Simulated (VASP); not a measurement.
Output of a VASP run:

File OSZICAR:
```
       N       E                     dE             d eps       ncg     rms          rms(c)
DAV:   1     0.191034043386E+03    0.19103E+03   -0.12751E+04  1536   0.146E+03
DAV:   2    -0.144474755926E+02   -0.20548E+03   -0.19379E+03  1544   0.298E+02
DAV:   3    -0.321292328242E+02   -0.17682E+02   -0.15769E+02  2048   0.951E+01
DAV:   4    -0.327919478988E+02   -0.66272E+00   -0.65787E+00  1576   0.195E+01
DAV:   5    -0.328012287222E+02   -0.92808E-02   -0.92790E-02  1744   0.210E+00    0.198E+01
DAV:   6    -0.288141503085E+02    0.39871E+01   -0.13867E+01  2192   0.625E+01    0.163E+01
DAV:   7    -0.289538428728E+02   -0.13969E+00   -0.63592E+00  2104   0.460E+01    0.141E+01
DAV:   8    -0.284688894719E+02    0.48495E+00   -0.25147E+00  2256   0.259E+01    0.686E+00
DAV:   9    -0.285445468604E+02   -0.75657E-01   -0.48419E-01  1784   0.628E+00    0.519E+00
DAV:  10    -0.285459137684E+02   -0.13669E-02   -0.93719E-02  2072   0.335E+00    0.341E+00
DAV:  11    -0.285427172938E+02    0.31965E-02   -0.11844E-01  2608   0.415E+00    0.155E+00
DAV:  12    -0.285402374603E+02    0.24798E-02   -0.16159E-02  1976   0.142E+00    0.744E-01
DAV:  13    -0.285413379998E+02   -0.11005E-02   -0.86058E-03  2192   0.963E-01    0.161E-01
DAV:  14    -0.285416148827E+02   -0.27688E-03   -0.12906E-03  1752   0.312E-01    0.136E-01
DAV:  15    -0.285416533405E+02   -0.38458E-04   -0.24088E-04  2176   0.177E-01    0.724E-02
DAV:  16    -0.285416791978E+02   -0.25857E-04   -0.93659E-05  2520   0.126E-01    0.391E-02
DAV:  17    -0.285416755168E+02    0.36811E-05   -0.19006E-05  1904   0.595E-02    0.221E-02
DAV:  18    -0.285416764352E+02   -0.91843E-06   -0.59560E-06  1608   0.337E-02
   1 F= -.28541676E+02 E0= -.28538531E+02  d E =-.629015E-02  mag=     9.4248
```

**OUTCAR**
```
------------------------ aborting loop because EDIFF is reached ----------------------------------------
  FORCE on cell =-STRESS in cart. coord.  units (eV):
  Direction    XX          YY          ZZ          XY          YZ          ZX
  --------------------------------------------------------------------------------------
  Total       -5.6309907     -5.6309907     -5.6309907      0.0000000      0.0000000      0.0000000
  in kB     -176.3082599   -176.3082599   -176.3082599      0.0000000      0.0000000      0.0000000
  external PRESSURE =    -176.3082599 kB  Pullay stress =       0.0000000 kB
  volume of cell :       51.17
      direct lattice vectors                 reciprocal lattice vectors
     0.000000000  2.946666000  2.946666000    -0.169683296  0.169683296  0.169683296
     2.946666000  0.000000000  2.946666000     0.169683296 -0.169683296  0.169683296
     2.946666000  2.946666000  0.000000000     0.169683296  0.169683296 -0.169683296
 POSITION                                       TOTAL-FORCE (eV/Angst)
 -----------------------------------------------------------------------------------
      0.00000      0.00000      0.00000         0.000000     -0.000000     -0.000000
      2.94667      2.94667      2.94667         0.000000     -0.000000     -0.000000
      1.47333      1.47333      1.47333        -0.000000      0.000000     -0.000000
      4.42000      4.42000      4.42000         0.000000     -0.000000      0.000000
 -----------------------------------------------------------------------------------
    total drift:                                0.000000     -0.000000      0.000000
  FREE ENERGIE OF THE ION-ELECTRON SYSTEM (eV)
  ---------------------------------------------------
  free  energy   TOTEN  =       -28.5416764352 eV

  energy  without entropy=      -28.5353862873  energy(sigma->0) =      -28.53853136

 total charge

# of ion       s       p       d       tot
------------------------------------------
    1        1.328   2.053   0.000   3.381
    2        0.441   0.324   6.268   7.033
    3        0.366   0.319   6.121   6.805
    4        0.366   0.319   6.121   6.805
--------------------------------------------------
tot          2.500   3.015  18.510  24.024

 magnetization (x)

# of ion       s       p       d       tot
------------------------------------------
    1        0.026   0.352   0.000   0.378
    2       -0.036   0.004   2.791   2.759
    3        0.002  -0.008   3.053   3.047
    4        0.002  -0.008   3.053   3.047
--------------------------------------------------
tot         -0.005   0.339   8.897   9.232
```
(Selected blocks of OUTCAR.)

**POSCAR**
```
Fe3N
1
    0.0000000000     2.9466660000     2.9466660000
    2.9466660000     0.0000000000     2.9466660000
    2.9466660000     2.9466660000     0.0000000000
N Fe
1 3
Direct
  0.0000000000   0.0000000000   0.0000000000
  0.5000000000   0.5000000000   0.5000000000
  0.2500000000   0.2500000000   0.2500000000
  0.7500000000   0.7500000000   0.7500000000
```

Reconstruct the remaining input files.

One answer among several that fit: the input of the run itself, PBE GGA, plane waves, VASP's PBE PAW potentials (set 64).

INCAR:
```
# general
SYSTEM  = Fe3N
PREC    = Accurate
ENCUT   = 520
LREAL   = .FALSE.
LASPH   = .TRUE.

# electronic loop
EDIFF   = 1E-6
NELM    = 100
ALGO    = Normal
IMIX    = 4
AMIX    = 0.2
BMIX    = 1.0
LMAXMIX = 4

# smearing
ISMEAR  = 0
SIGMA   = 0.05

# functional
GGA     = PE

# spin
ISPIN   = 2
MAGMOM  = 0.0 4.0 4.0 4.0

# ions
ISIF    = 2

# output
LWAVE   = .FALSE.
LCHARG  = .FALSE.
LORBIT  = 10
```

KPOINTS:
```
kpoints
0
Gamma
 6 6 6
0 0 0
```

POTCAR, in this order: N Fe (PBE.64 set). Program: vasp_std.

The moments were started parallel, and other spin orders were not tried in this run.

The structure was generated: Fe3N was put into the D03 type (Fm-3m), which need not be its known phase. The cell was not relaxed at this level. The k-mesh is coarse (spacing up to 0.31 per Å, 2π included), so the numbers may not be converged in it. The run is one of a series of settings (AMIX = 0.2, BMIX = 1.0, IMIX = 4 against the base run), some of them coarse on purpose.
